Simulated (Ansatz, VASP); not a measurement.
## Na2B3: VASP beside Ansatz

```
Na B
1.0
     2.99027    0.00000    0.00000
    -1.49513    2.58965    0.00000
     0.00000    0.00000    8.62785
Na B
2 3
Cartesian
  1.4951 0.8632 6.9766
  0.0000 1.7264 1.6512
  0.0000 1.7264 4.7728
  1.4951 0.8632 3.8551
  0.0000 0.0000 4.3139
```

Alike in both runs: task relaxation of cell and atoms; functional PBE; k mesh 12 × 12 × 6; occupations gaussian, width 0.1 eV; no spin polarisation.

```csv
,VASP,Ansatz
version,VASP 6.6.1,Ansatz 0.2.0
potentials or method,"VASP PAW PBE potentials, release 64 (Na_pv, B)","scalar-relativistic, plane waves, PAW"
plane-wave cutoff (eV),600,420
valence electrons in the cell,23,27
```

|  | VASP | Ansatz | Ansatz less VASP |
| --- | --- | --- | --- |
| gap on the k mesh at the Fermi level, each at its own relaxed structure (eV) | none | none | - |
| relaxed volume (Å³/atom) | 13.40 | 13.40 | +0.004 |
| relaxed cell length with the largest relative difference (Å) | 8.671 | 8.674 | +0.0032 |
| energy change over the relaxation (meV/atom) | -4 | -5 | -0.2 |

A gap of «none» marks a metal or a gap that the smearing closes. The two sets of potentials don't hold the same shells in valence.
